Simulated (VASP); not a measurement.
Wanted: the native input for a VASP 6.6.1 run.

| Property | Result |
| --- | --- |
| Task | single point |
| Functional | PBEsol |
| Potentials or basis | VASP PAW PBE potentials, release 64 (I, Te, Tl_d) |
| Cutoff | 520 eV |
| k mesh | 4 × 4 × 4 |
| Occupations | gaussian, width 0.05 eV |
| Spin | no spin polarisation |
| Dipole correction | no |
| Further INCAR settings | ALGO = Normal; EDIFF = 1e-06; NBANDS = 34 |

The structure of Tl3TeI lies in POSCAR:

```
Tl3TeI
1.0
    6.8507231210      0.0000000000      0.0000000000
    0.0000000000      6.8507231210      0.0000000000
    0.0000000000      0.0000000000      6.8507231210
I Te Tl
1 1 3
Direct
    0.0000000000      0.0000000000      0.0000000000
    0.5000000000      0.5000000000      0.5000000000
    0.5000000000      0.5000000000      0.0000000000
    0.5000000000      0.0000000000      0.5000000000
    0.0000000000      0.5000000000      0.5000000000
```

The cell comes from a database or a generator and needn't be the stable form of this composition.

These files were run (other wordings do the same):

INCAR

```
SYSTEM = Tl3TeI
PREC = Accurate
ENCUT = 520
EDIFF = 1E-6
ISMEAR = 0
SIGMA = 0.05
LREAL = .FALSE.
LASPH = .TRUE.
NELM = 100
ALGO = Normal
ISIF = 2
LWAVE = .FALSE.
LCHARG = .TRUE.
GGA = PS
LELF = .TRUE.
LVHAR = .TRUE.
NBANDS = 34
```

KPOINTS

```
regular mesh
0
G
  4 4 4
  0 0 0
```

Potentials or basis: VASP PAW PBE potentials, release 64 (I, Te, Tl_d).

The run is started by

```bash
$ cat potpaw_PBE.64/I/POTCAR potpaw_PBE.64/Te/POTCAR potpaw_PBE.64/Tl_d/POTCAR > POTCAR
$ mpirun -np 1 vasp_std > vasp.out
```

It gave:

| Quantity | Value |
| --- | --- |
| Pressure | -1.5 GPa |
| Band gap on the k mesh | 0.47 eV, indirect (least direct gap 0.57 eV) |

Caveat: the PAW data sets were made with another functional, which shifts forces and pressure a little; spin-orbit coupling is left out, which as a rule narrows the gap of such compounds by several tenths of an eV.

Run time: 72 s on 1 thread of AMD EPYC 9R45 96-Core Processor (Zen 5), on a shared host, peak memory 0.42 GiB.
